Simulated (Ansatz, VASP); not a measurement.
## B2O: VASP beside Ansatz

```
CELL_PARAMETERS angstrom
2.89807 0.00000 0.00000
-1.44903 2.50980 0.00000
0.00000 0.00000 7.09870
ATOMIC_POSITIONS crystal
O 0.33333 0.66667 0.69400
O 0.66667 0.33333 0.30600
B 0.33333 0.66667 0.97700
B 0.66667 0.33333 0.02300
B 0.00000 0.00000 0.62000
B 0.00000 0.00000 0.38000
```

Alike in both runs: task single point; functional PBE; k mesh 11 × 11 × 4; occupations fermi-dirac, width 0.05 eV; no spin polarisation.

|  | VASP | Ansatz |
| --- | --- | --- |
| version | VASP 6.6.1 | Ansatz 0.2.0 |
| potentials or method | VASP PAW PBE potentials, release 64 (O, B) | Ansatz PAW |
| plane-wave cutoff (eV) | 520 | 420 |
| valence electrons in the cell | 24 | 24 |

|  | VASP | Ansatz | Ansatz less VASP |
| --- | --- | --- | --- |
| gap on the k mesh at the Fermi level (eV) | none | none | - |
| pressure (GPa) | -21.4 | -21.3 | +0.06 |
| largest component of the traceless stress (GPa) | 18.21 | 18.38 | +0.173 |
| rms of the force components (eV/Å) | 0.094 | 0.099 | +0.0045 |

Atom by atom the forces differ by 0.006 eV/Å (rms over components). A gap of «none» marks a metal or a gap that the smearing closes. The functional is the same, so the differences come from potentials, cutoffs and numerics.

Caveats: so large a pressure means that the cell lies far from this level's equilibrium, or that cutoff or potentials fall short (VASP); the pressure holds a Pulay correction of +0.6 GPa for the finite cutoff (Ansatz).
